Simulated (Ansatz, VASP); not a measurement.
## Mo3Ru in VASP and in Ansatz

```
CELL_PARAMETERS angstrom
3.98282 0.00000 0.00000
0.00000 3.98282 0.00000
0.00000 0.00000 3.98282
ATOMIC_POSITIONS crystal
Mo 0.00000 0.50000 0.50000
Mo 0.50000 0.00000 0.50000
Mo 0.50000 0.50000 0.00000
Ru 0.00000 0.00000 0.00000
```

Change from the starting cell: species swapped into the Cu3Pt type (Pm-3m, No. 221).

Alike in both runs: task single point; functional PBE; k mesh 4 × 4 × 4; occupations gaussian, width 0.1 eV; no spin polarisation.

|  | VASP | Ansatz |
| --- | --- | --- |
| version | VASP 6.6.1 | Ansatz 0.2.0 |
| potentials or method | VASP PAW PBE potentials, release 64 (Mo_sv, Ru_pv) | scalar-relativistic, plane waves, PAW |
| plane-wave cutoff (eV) | 520 | 420 |
| valence electrons in the cell | 56 | 58 |

```csv
,VASP,Ansatz,Ansatz less VASP
gap on the k mesh at the Fermi level (eV),none,none,-
pressure (GPa),-5.2,-5.5,-0.34
```

A gap of «none» marks a metal or a gap that the smearing closes. The two sets of potentials don't hold the same shells in valence.

Caveats: the k mesh is coarse (spacing up to 0.39 Å⁻¹), so the values aren't converged.
